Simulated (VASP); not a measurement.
A run of VASP 6.6.1 is set up as follows.

Contents of INCAR:

```
SYSTEM = Ag
ALGO     = Normal         ! electronic algorithm
EDIFF    = 1E-6           ! SCF threshold, eV
ENCUT    = 520            ! plane-wave cutoff, eV
ISIF     = 2              ! what is computed and relaxed
ISMEAR   = 0              ! smearing method
LASPH    = .True.         ! aspherical terms in the spheres
LCHARG   = .False.        ! write CHGCAR
LMIXTAU  = .True.       
LREAL    = .False.        ! projectors in reciprocal space
LWAVE    = .False.        ! write WAVECAR
METAGGA  = R2SCAN         ! meta-GGA
NBANDS   = 12             ! bands
NELM     = 80             ! most SCF steps
PREC     = Accurate       ! precision mode
SIGMA    = 0.1            ! smearing width, eV
```

KPOINTS

```
k-points
0
Gamma
  18 18 18
  0 0 0
```

Contents of POSCAR:

```
Ag
1.0
    0.0000000000      2.0261700000      2.0261700000
    2.0261700000      0.0000000000      2.0261700000
    2.0261700000      2.0261700000      0.0000000000
Ag
1
Direct
    0.0000000000      0.0000000000      0.0000000000
```

Potentials or basis: VASP PAW PBE potentials, release 64 (Ag).

Launch:

```bash
$ cat potpaw_PBE.64/Ag/POTCAR > POTCAR
$ mpirun -np 1 vasp_std > vasp.out
```

(1) Estimate the pressure.

(2) Predict the band gap on the k mesh.

Answers

(1) 4.6 GPa.

(2) none (metal or under the smearing width).

Caveat: the PAW data sets were made with another functional, which shifts forces and pressure a little.
